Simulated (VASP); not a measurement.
```xyz
2
Lattice="0.0000 2.8663 2.8663 2.8663 0.0000 2.8663 2.8663 2.8663 0.0000" Properties=species:S:1:pos:R:3 pbc="T T T"
Al     0.0000     0.0000     0.0000
As     1.4331     1.4331     1.4331
```

The numbers are results of PBE GGA, VASP's PBE PAW potentials (set 64) (plane waves; VASP), not measurements. Settings: 520 eV cut-off, Gaussian smearing of 0.050 eV, potentials Al As.

Problem. What does the run give for the band gap (along the path) with the smallest direct gap where there is one?

Solution. 
| Quantity | Value |
|---|---|
| band gap (along the path) | 1.50 eV |
| smallest direct gap (along the path) | 1.76 eV |

The absolute energy has meaning only against runs of the same code, potentials and settings.

The compound is AlAs in the zinc blende structure. It was relaxed first.
